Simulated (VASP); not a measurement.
Data:

```
Cs
1.0
   -3.05000     3.05000     3.05000
    3.05000    -3.05000     3.05000
    3.05000     3.05000    -3.05000
Cs
1
Direct
  0.00000   0.00000   0.00000
```

Calculation: PBE GGA with D3 dispersion (Becke-Johnson damping), VASP's PBE PAW potentials (set 64) (plane waves; VASP). Settings: 520 eV cut-off, 8×8×8 Γ-centred mesh, first-order Methfessel-Paxton smearing of 0.10 eV, potentials Cs_sv.

Energy and stress use the plane-wave basis of the starting cell.

Q: The ions, cell shape and volume are relaxed. Which structure does the run end with?

A: 
```
Cs
1.0
   -3.02336     3.02336     3.02336
    3.02336    -3.02336     3.02336
    3.02336     3.02336    -3.02336
Cs
1
Direct
  0.00000   0.00000   0.00000
```
Space group Im-3m (229), at a tolerance of 0.03 Å.

Q: How do energy and volume change from the first to the last step?

A: The energy (σ→0) changes by -0.7 meV/atom and the volume by -2.6 %, in 3 ionic steps.

```csv
step,E(σ→0) (eV),max force (eV/Å),pressure (GPa),volume (Å³)
1,-0.9332,0.000,-0.06,113.49
2,-0.9334,0.000,-0.05,112.75
3,-0.9339,0.000,-0.01,110.54
```

The compound is Cs in the bcc structure. This run relaxes it. Symmetry was kept, so distortions that lower it aren't found.
